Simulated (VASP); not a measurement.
LaBe: relaxation of cell and atoms with PBE

LaBe:

```
La Be
1.0
     3.59863    0.00000    0.00000
     0.00000    3.59863    0.00000
     0.00000    0.00000    3.59863
La Be
1 1
Direct
  0.00000 0.00000 0.00000
  0.50000 0.50000 0.50000
```

The cell was built by a generator and needn't be a form met in nature.

```json
{
  "Program": "VASP 6.6.1",
  "Task": "relaxation of cell and atoms",
  "Functional": "PBE",
  "Potentials or basis": "VASP PAW PBE potentials, release 64 (La, Be)",
  "Cutoff": "600 eV",
  "k mesh": "7 × 7 × 7",
  "Occupations": "fermi-dirac, width 0.05 eV",
  "Spin": "no spin polarisation",
  "Target pressure": "30 GPa",
  "Further INCAR settings": "ALGO = Normal; EDIFF = 1e-07; IBRION = 2; EDIFFG = -0.01; NSW = 60; ISIF = 3"
}
```

* Relaxed volume: 16.34 Å³/atom
* Relaxed cell: a = 3.197 Å, b = 3.197 Å, c = 3.197 Å, α = 90.00°, β = 90.00°, γ = 90.00°
* Space group after relaxing (to 0.05 Å): Pm-3m (No. 221)
* Energy change on relaxing (the enthalpy is what falls): +510.7 meV/atom
* Ionic steps: 7
* Pressure after relaxing: 30.0 GPa
* Band gap on the k mesh: none (metal or under the smearing width)

The path:
| step | energy change (eV) | largest force (eV/Å) | pressure (GPa) | volume (Å³) |
| --- | --- | --- | --- | --- |
| 1 | 0.0000 | 0.0000 | 0.20 | 46.60 |
| 2 | 4.6501 | 0.0000 | 107.83 | 23.06 |
| 3 | 0.8943 | 0.0000 | 27.17 | 33.39 |
| 4 | 0.9967 | 0.0000 | 29.44 | 32.81 |
| 5 | 1.0422 | 0.0000 | 30.44 | 32.57 |
| 6 | 1.0060 | 0.0000 | 29.65 | 32.76 |
| 7 | 1.0214 | 0.0000 | 29.99 | 32.68 |

Final structure:
```
CELL_PARAMETERS angstrom
3.19717 0.00000 0.00000
0.00000 3.19717 0.00000
0.00000 0.00000 3.19717
ATOMIC_POSITIONS crystal
La 0.00000 0.00000 0.00000
Be 0.50000 0.50000 0.50000
```

Levels at points of the mesh, in eV from the Fermi level:
| k point | band 3 | band 4 | band 5 | band 6 | band 7 | band 8 | band 9 | band 10 |
| --- | --- | --- | --- | --- | --- | --- | --- | --- |
| (0.00, 0.00, 0.00) | -14.58 | -14.58 | -4.94 | -1.12 | -1.12 | 2.89 | 2.89 | 2.89 |

It took 2.9 min on 1 thread of AMD EPYC 7R43 64-Core Processor (Zen 3), on a shared host, peak memory 0.17 GiB.

Caveat: the cell is relaxed towards a set pressure, so the enthalpy falls and the energy may rise; the volume moved by over 15 % at a fixed basis, so the end points are rough. The run has no spin-orbit coupling, so splittings on La are missing.
